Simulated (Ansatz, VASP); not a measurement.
# Cu (Cu(110)): VASP beside Ansatz, part 2 of 2

Wanted: the spread between two codes on one cell, functional and k mesh. The cell is taken from a series of runs on this material, whose earlier steps may have relaxed, scaled, displaced or heated it; both programs get it as it stands.

VASP 6.6.1 and Ansatz 0.2.0.

So far: The starting structure; VASP: single point, PBE.

### Step 3. Ansatz: single point, PBE

Level of this step: Ansatz beside VASP: Kohn-Sham DFT, plane waves, PBE (Ansatz).

Ansatz runs on its default PAW (the set named soft_2) files.

The same cell, functional, mesh and smearing now go to Ansatz, which takes its cutoff from its data sets.

Contents of input.yaml:

```yaml
crystal:
  lattice:
    - [3.61, 0.0, 0.0]
    - [0.0, 2.5526554801, 0.0]
    - [0.0, 0.0, 24.3816387002]
  atoms:
    - { symbol: Cu, position: [0.5, 0.5, 0.3691302341] }
    - { symbol: Cu, position: [0.0, 0.0, 0.4214781404] }
    - { symbol: Cu, position: [0.5, 0.5, 0.4738260468] }
    - { symbol: Cu, position: [0.0, 0.0, 0.5261739532] }
    - { symbol: Cu, position: [0.5, 0.5, 0.5785218596] }
    - { symbol: Cu, position: [0.0, 0.0, 0.6308697659] }
kpoints:
  mp_grid: { grid: [14, 20, 1] }
hamiltonian:
  xc: pbe
scf:
  occupations: { method: fermi_dirac, width: 0.1 }
  convergence: { dr2_threshold: 1.0e-10 }
efield:
  axis: 3
  dipole_correction: true
  ramp_position: 0.97
  ramp_width: 0.06
  amplitude: 0
output:
  forces: true
  write_potential: true
  write_density: true
  volumetric_format: npy
```

On the command line:

```sh
$ ansatz run input.yaml --threads 4 --pin off --max-ram 6144MiB --backend cpu --events-out ev --progress --plain --runs-dir out
```

Numbers of over 12 decimals in the logs are rounded to 6 here.

Log:

```text
Engine: ansatz 0.2.0, x86_64-unknown-linux-gnu
Pseudopotentials: kind: paw
Pseudopotential: Cu, paw, valence charge 19, recommended cutoff 420 eV (normal), Cu.paw.azcp
Functional definition: PBE
  parameter kappa = 0.804
  parameter beta = 0.066725
  exchange = pbe_x(kappa = kappa, mu = beta*pi^2/3)
  correlation = pbe_c(beta = beta)
Crystal: 6 atoms, lattice volume = 224.679 Å³
Basis set: ecut = 420 eV, 4417 PW (Γ), exchange–correlation on 50×36×360 points (8 copies of the dense FFT grid, shifted against one another)
Bands: 69, of which v1, the nominal top of the filled ones, is band 57 counted from 1 (56 counted from 0)
Symmetry: 4 space group operations
k-points: 88 of 280
Non-local potential: Cu, projectors of the file, l = 0: 3, l = 1: 2, l = 2: 3, l = 3: 1
PAW form: soft (Blöchl's): semilocal exchange-correlation on the pseudo side does not see the compensation charge
PAW one-centre angular grid: Cu, 590 points (default); XC on 64 Gauss nodes
Initial density: superposition of atomic densities (neutral atoms: chi_scale 0, normalization atom), corrected by the library's trained network
Initial wavefunctions: pseudopotential atomic-orbital guess
Functional: x = pbe(κ = 0.804, μ = 0.219515), c = pbe(β = 0.066725)
SCF iter   1: F=—  HF=-39749.203585 eV  |F-HF|=—  |Δ(HF+E_count)|=         —  Δρ=1.37e-3  dr2=3.42e-2  ethr=1.77e-3  p=0.000 e·Å  D=2.01e-13 V/Å  ΔV_dip=-0.00 eV  dr2_dipole=7.93e-9  V_vac-E_F(+/−)=4.27/4.27 eV  ⟨swp⟩=7.6  Hψ=25839  notcnv=0  defer=144
efield: sawtooth ramp at fractional position 0.9700 (set: `efield.ramp_position`, or a place that a band, a saddle search or an elastic batch's reference lends), width 0.0600; the density the first Hamiltonian is built on has a dipole p = 0.000 e·Å; the dipole correction subtracts the counter field D = 2.01e-13 V/Å, which shifts the + side's vacuum level by -0.00 eV against the − side's; the planar-averaged density in the ramp window peaks in size at 7.6e-6 e/Å³
preconditioner: auto → LDOS  [metal: Δε(μ)=0.018 eV  Ē_g=7.947 eV  σ=0.100 eV  W_gap=0.05  n_scr=44 (ndim 8)  ℏωp=20.1 eV  f_vac=0.631  D(μ)=2.44/eV (n_scr^D=10)  β→1.0]
SCF iter   2: F=—  HF=-39749.212460 eV  |F-HF|=—  |Δ(HF+E_count)|=   8.87e-3  Δρ=3.72e-3  dr2=1.88e-2  ethr=3.00e-5  p=0.000 e·Å  D=6.94e-6 V/Å  ΔV_dip=-0.00 eV  dr2_dipole=1.80e-7  V_vac-E_F(+/−)=4.39/4.39 eV  ⟨swp⟩=2.5  Hψ=12695  notcnv=0  defer=250
SCF iter   3: F=—  HF=-39749.208798 eV  |F-HF|=—  |Δ(HF+E_count)|=   3.66e-3  Δρ=7.36e-4  dr2=9.72e-4  ethr=1.65e-5  p=-0.000 e·Å  D=-1.39e-6 V/Å  ΔV_dip=0.00 eV  dr2_dipole=1.31e-10  V_vac-E_F(+/−)=4.39/4.39 eV  ⟨swp⟩=2.0  Hψ=8034  notcnv=0  defer=250
SCF iter   4: F=—  HF=-39749.208993 eV  |F-HF|=—  |Δ(HF+E_count)|=   1.95e-4  Δρ=4.58e-4  dr2=5.51e-4  ethr=8.53e-7  p=0.000 e·Å  D=8.28e-6 V/Å  ΔV_dip=-0.00 eV  dr2_dipole=2.75e-8  V_vac-E_F(+/−)=4.39/4.39 eV  ⟨swp⟩=2.1  Hψ=9026  notcnv=0  defer=250
SCF iter   5: F=—  HF=-39749.209021 eV  |F-HF|=—  |Δ(HF+E_count)|=   2.77e-5  Δρ=3.66e-4  dr2=1.80e-4  ethr=4.84e-7  p=0.000 e·Å  D=4.22e-6 V/Å  ΔV_dip=-0.00 eV  dr2_dipole=2.07e-8  V_vac-E_F(+/−)=4.41/4.41 eV  ⟨swp⟩=2.0  Hψ=8611  notcnv=0  defer=250
SCF iter   6: F=—  HF=-39749.208994 eV  |F-HF|=—  |Δ(HF+E_count)|=   2.65e-5  Δρ=6.66e-5  dr2=7.49e-6  ethr=1.58e-7  p=0.000 e·Å  D=4.94e-6 V/Å  ΔV_dip=-0.00 eV  dr2_dipole=2.03e-11  V_vac-E_F(+/−)=4.42/4.42 eV  ⟨swp⟩=2.0  Hψ=8403  notcnv=0  defer=250
SCF iter   7: F=—  HF=-39749.209064 eV  |F-HF|=—  |Δ(HF+E_count)|=   6.92e-5  Δρ=3.27e-5  dr2=1.57e-6  ethr=6.57e-9  p=0.000 e·Å  D=1.23e-6 V/Å  ΔV_dip=-0.00 eV  dr2_dipole=5.72e-10  V_vac-E_F(+/−)=4.42/4.42 eV  ⟨swp⟩=2.1  Hψ=8941  notcnv=0  defer=247
SCF iter   8: F=—  HF=-39749.209067 eV  |F-HF|=—  |Δ(HF+E_count)|=   3.03e-6  Δρ=2.51e-5  dr2=1.12e-6  ethr=1.38e-9  p=0.000 e·Å  D=2.99e-6 V/Å  ΔV_dip=-0.00 eV  dr2_dipole=2.75e-10  V_vac-E_F(+/−)=4.42/4.42 eV  ⟨swp⟩=2.2  Hψ=10297  notcnv=0  defer=247
SCF iter   9: F=—  HF=-39749.209066 eV  |F-HF|=—  |Δ(HF+E_count)|=   3.87e-7  Δρ=6.17e-6  dr2=6.58e-8  ethr=9.86e-10  p=0.000 e·Å  D=2.97e-7 V/Å  ΔV_dip=-0.00 eV  dr2_dipole=2.48e-10  V_vac-E_F(+/−)=4.42/4.42 eV  ⟨swp⟩=2.0  Hψ=7927  notcnv=0  defer=247
SCF iter  10: F=—  HF=-39749.209067 eV  |F-HF|=—  |Δ(HF+E_count)|=   3.43e-7  Δρ=5.87e-6  dr2=4.94e-8  ethr=5.77e-11  p=0.000 e·Å  D=1.44e-6 V/Å  ΔV_dip=-0.00 eV  dr2_dipole=7.42e-10  V_vac-E_F(+/−)=4.42/4.42 eV  ⟨swp⟩=3.1  Hψ=12880  notcnv=0  defer=247
SCF iter  11: F=—  HF=-39749.209067 eV  |F-HF|=—  |Δ(HF+E_count)|=   2.33e-8  Δρ=2.36e-6  dr2=9.78e-9  ethr=4.34e-11  p=0.000 e·Å  D=6.37e-8 V/Å  ΔV_dip=-0.00 eV  dr2_dipole=1.90e-11  V_vac-E_F(+/−)=4.42/4.42 eV  ⟨swp⟩=2.0  Hψ=8502  notcnv=0  defer=247
SCF iter  12: F=—  HF=-39749.209067 eV  |F-HF|=—  |Δ(HF+E_count)|=   6.05e-8  Δρ=6.50e-7  dr2=8.53e-10  ethr=8.58e-12  p=0.000 e·Å  D=4.40e-8 V/Å  ΔV_dip=-0.00 eV  dr2_dipole=1.85e-12  V_vac-E_F(+/−)=4.42/4.42 eV  ⟨swp⟩=2.2  Hψ=8445  notcnv=0  defer=247
SCF iter  13: F=—  HF=-39749.209067 eV  |F-HF|=—  |Δ(HF+E_count)|=   1.16e-8  Δρ=2.57e-7  dr2=1.42e-10  ethr=1.00e-12  p=0.000 e·Å  D=6.04e-8 V/Å  ΔV_dip=-0.00 eV  dr2_dipole=6.86e-13  V_vac-E_F(+/−)=4.42/4.42 eV  ⟨swp⟩=2.2  Hψ=7440  notcnv=0  defer=247
iter 14 met the thresholds in force, and the SCF goes on: an eigenvalue changes by 1.53 meV, over its tolerance of 1.02 meV (output.eigenvalues, Limitations)
SCF iter  14: F=-39749.209067 eV  HF=-39749.209067 eV  |F-HF|=1.40e-9  |Δ(HF+E_count)|=   3.00e-9  Δρ=1.46e-7  dr2=2.75e-11  ethr=1.00e-12  p=0.000 e·Å  D=1.52e-8 V/Å  ΔV_dip=-0.00 eV  dr2_dipole=1.28e-13  V_vac-E_F(+/−)=4.42/4.42 eV  ⟨swp⟩=17.0  Hψ=37702  notcnv=0
SCF iter  15: F=-39749.209067 eV  HF=-39749.209067 eV  |F-HF|=3.20e-10  |Δ(HF+E_count)|=   1.08e-9  Δρ=7.66e-8  dr2=8.05e-12  ethr=1.00e-12  p=0.000 e·Å  D=2.04e-8 V/Å  ΔV_dip=-0.00 eV  dr2_dipole=3.81e-14  V_vac-E_F(+/−)=4.42/4.42 eV  ⟨swp⟩=7.0  Hψ=31115  notcnv=0
SCF 1 converged in 15 iterations: F = -39749.209067 eV  dr2 = 8.05e-12
  greatest PAW one-centre occupation: 1.000 electrons in one spin orbital (limit 2), on the Cu atom at site 5 (counted from 0), in its partial waves of l = 0
WARN: The output density's exchange-correlation potential varies sharply where the density is thin. Do not read a vacuum level from v_tot or v_xc, or from such a field of the output density. On a cell that repeats whose density bears no net charge and no dipole along the vacuum's axis use v_es (v_loc + v_h of the components); under efield.dipole_correction with no amplitude use v_es + v_field, which holds any externa [...]
SCF converged after 15 iterations
an eigenvalue changed by more than its tolerance at an iteration that met the thresholds in force, so the SCF went on 1 time: the last check found none over its tolerance
Free energy (F): -39749.209067 eV
Harris-Foulkes:  -39749.209067 eV  (|F-HF|=3.20e-10)
Internal energy: -39749.131679 eV  (E = F + TS)
E sigma→0 (E₀):  -39749.170373 eV
Entropy (-TS):   -0.077388 eV (-12.898 meV/atom)
Fermi energy:    2.295135 eV
Dipole field:    D = -0.000000 V/Å  (p = -0.000000 e·Å, saw-weighted, corrected)
Work function:   Φ+ = 4.4211 eV   Φ− = 4.4211 eV
Levels:          The Fermi level and band energies are counted from a zero that moves with the ramp; work functions are not
--- Per-component energies (eV) ---
  E_band       = -3780.107347
  E_kinetic    = 1797.380802
  E_local      = -270395.549650  (includes V_loc(G=0)·N_el)
  E_nonlocal   = 2350.220725
  E_hartree    = 132942.763511
  E_xc         = -532.601987
  E_vxc        = -686.865357  (∫ρ·V_xc dr)
  E_paw        = -9987.903081  (= ΣΔE_a)
  E_vpaw       = -2730.822164  (= ΣTr[D̂ρ^β])
  E_aug_tail   = 0.001658  (compensation charges beyond the density's cutoff)
  E_efield     = 0.000000  (sawtooth field / dipole correction)
  E_vefield    = 0.000000  (∫n·V_field dr)
  E_ewald      = 104076.556343
  E_smearing   = -0.077388  (= −TS)
  E_closure    = 0.000000  (closes the sum)
  Σ components = -39749.209067   (vs F -39749.209067, Δ=0.00e0)
--- Forces (eV/Å), atoms counted from 1 ---
  atom   1  Cu     0.00000000     0.00000000     0.31534707
  atom   2  Cu     0.00000000     0.00000000    -0.43330275
  atom   3  Cu     0.00000000     0.00000000    -0.01227032
  atom   4  Cu     0.00000000     0.00000000     0.01227028
  atom   5  Cu     0.00000000     0.00000000     0.43330289
  atom   6  Cu     0.00000000     0.00000000    -0.31534732
  max |Σ_I F_I| component: 1.53e-7 eV/Å
--- Band table (eV; the first three rows and the last of 88) ---
  k-point 0: bands = [... 53 lower, 0.7761, 0.7887, 0.8808, 0.9352, 1.7992, 3.8025, 4.7412, 5.8793, ... 8 higher]
  k-point 1: bands = [... 53 lower, 0.7300, 0.8285, 0.8923, 0.8975, 1.8434, 3.8627, 4.8682, 5.9367, ... 8 higher]
  k-point 2: bands = [... 53 lower, 0.6697, 0.7958, 0.8749, 0.9194, 1.9738, 4.0400, 5.2264, 6.1073, ... 8 higher]
  k-point 87: bands = [... 53 lower, 0.9689, 2.4046, 2.4046, 4.4993, 4.4993, 6.2918, 6.2918, 6.9524, ... 8 higher]
```

In the SCF lines HF is the Harris–Foulkes energy and dr2 the Hartree energy of the density residual, in eV; the loop may stop once dr2 is under the threshold and the program's other checks hold. Hψ counts applications of the Hamiltonian.

### Step 4. Side by side

Known differences besides the potentials themselves: the data sets hold 114 valence electrons in Ansatz (on its default PAW (the set named soft_2) files) and 66 in VASP; the cutoff is 420 eV in Ansatz and 520 eV in VASP. Total energies have different zeros and are not compared.

Both answers:

```
                                   quantity  Ansatz  VASP  difference
 work function, lower of the two faces (eV)    4.42  4.40       +0.02
work function, higher of the two faces (eV)    4.42  4.40       +0.02
```

Forces (eV/Å; atoms numbered as in POSCAR):

```
atom        Ansatz x, y, z          VASP x, y, z
 Cu1   0.000, 0.000, 0.315   0.000, 0.000, 0.283
 Cu2  0.000, 0.000, -0.433  0.000, 0.000, -0.435
 Cu3  0.000, 0.000, -0.012  0.000, 0.000, -0.016
 Cu4   0.000, 0.000, 0.012   0.000, 0.000, 0.016
 Cu5   0.000, 0.000, 0.433   0.000, 0.000, 0.435
 Cu6  0.000, 0.000, -0.315  0.000, 0.000, -0.283
```

The forces differ by 11 meV/Å r.m.s., which is 6.3 % of the r.m.s. force of 0.173 eV/Å (both taken over all components). With vacuum in the cell, a pressure given here is an average over mostly empty space and none of the material.

### Step 5. Summary of results

```yaml
r_m_s_force_difference_single_point_pbe: 11 meV/Å
```

What this shows: The r.m.s. force difference is 11 meV/Å (single point, PBE), within the 12 meV/Å picked in this series as the mark of a large difference. The data sets hold unlike numbers of valence electrons (114 in Ansatz and 66 in VASP), so part of the differences comes from the potentials. How closely two codes agree says nothing of how well the functional describes the real material.

[Lines on the potential files, build, host, timing and source positions are cut from VASP's logs without a mark.]

[Logs are printed without paths, hosts, clocks, repeated set-up lines and the standing remarks that a program may print on its own settings, such as how far it seeks lower states.]

[Hosts, paths, dates, database ids (printed as entryN), source tags and the programs' standing remarks are cut or masked in the printed files.]
